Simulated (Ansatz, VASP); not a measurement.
# BiO5 in VASP and in Ansatz

```
CELL_PARAMETERS angstrom
2.91130 0.00000 0.00000
-1.45565 2.52126 0.00000
0.00000 0.00000 13.87232
ATOMIC_POSITIONS crystal
Bi 0.66667 0.33333 0.00000
O 0.00000 0.00000 0.83634
O 0.66667 0.33333 0.66780
O 0.00000 0.00000 0.50000
O 0.66667 0.33333 0.33220
O 0.00000 0.00000 0.16366
```

Change from the starting cell: species swapped into the LiMg5 type (P-6m2, No. 187).

Alike in both runs: task single point; functional PBE; k mesh 6 × 6 × 2; occupations gaussian, width 0.1 eV; no spin polarisation.

```csv
,VASP,Ansatz
version,VASP 6.6.1,Ansatz 0.2.0
potentials or method,"VASP PAW PBE potentials, release 64 (Bi_d, O)","scalar-relativistic, plane waves, PAW"
plane-wave cutoff (eV),520,420
valence electrons in the cell,45,45
```

```csv
,VASP,Ansatz,Ansatz less VASP
gap on the k mesh at the Fermi level (eV),none,none,-
pressure (GPa),-6.2,-6.0,+0.18
largest component of the traceless stress (GPa),19.18,19.23,+0.057
rms of the force components (eV/Å),0.599,0.603,+0.0043
```

Atom by atom the forces differ by 0.004 eV/Å (rms over components). A gap of «none» marks a metal or a gap that the smearing closes. The functional is the same, so the differences come from potentials, cutoffs and numerics.

Caveats: the k mesh is coarse (spacing up to 0.42 Å⁻¹), so the values aren't converged; spin-orbit coupling is left out, which moves the levels of the heavy elements; an odd number of electrons without spin polarisation forces a metal; a magnetic or distorted state may lie lower.
